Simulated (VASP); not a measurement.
TiO$_{2}$ (rutile) is relaxed at rising pressure, each step from the one before. Symmetry mostly holds the structure type, and other phases were not tried. The mesh follows the cell, and a change of mesh leaves a small step in the series.

Here is the system:

```
TiO2
1.0
    4.60233     0.00000     0.00000
    0.00000     4.60233     0.00000
    0.00000     0.00000     2.96016
Ti O
2 4
Direct
  0.00000   0.00000   0.00000
  0.50000   0.50000   0.50000
  0.30451   0.30451   0.00000
  0.80451   0.19549   0.50000
  0.19549   0.80451   0.50000
  0.69549   0.69549   0.00000
```

All values below come from r2SCAN meta-GGA, VASP's PBE PAW potentials (set 64) (plane waves; VASP 6.6.1). Numerical set-up: 620 eV cut-off, 5×5×8 Γ-centred mesh, Gaussian smearing of 0.050 eV, potentials Ti_sv O.

```json
[
 {"P (GPa)": "0", "V (Å³/atom)": "10.45", "H − H(0) (eV/atom)": "0.000", "space group": "P4_2/mnm", "gap on the mesh (eV)": "2.21", "k-mesh": "5×5×8"},
 {"P (GPa)": "5", "V (Å³/atom)": "10.23", "H − H(0) (eV/atom)": "0.323", "space group": "P4_2/mnm", "gap on the mesh (eV)": "2.24", "k-mesh": "5×5×8"},
 {"P (GPa)": "10", "V (Å³/atom)": "10.04", "H − H(0) (eV/atom)": "0.640", "space group": "P4_2/mnm", "gap on the mesh (eV)": "2.27", "k-mesh": "5×5×8"},
 {"P (GPa)": "20", "V (Å³/atom)": "9.71", "H − H(0) (eV/atom)": "1.257", "space group": "P4_2/mnm", "gap on the mesh (eV)": "2.32", "k-mesh": "5×5×8"},
 {"P (GPa)": "30", "V (Å³/atom)": "9.43", "H − H(0) (eV/atom)": "1.855", "space group": "P4_2/mnm", "gap on the mesh (eV)": "2.39", "k-mesh": "5×5×8"},
 {"P (GPa)": "45", "V (Å³/atom)": "9.08", "H − H(0) (eV/atom)": "2.722", "space group": "P4_2/mnm", "gap on the mesh (eV)": "2.47", "k-mesh": "5×5×8"}
]
```

Pressures at which the relaxation failed are left out.

The compound is TiO2 in the rutile structure.
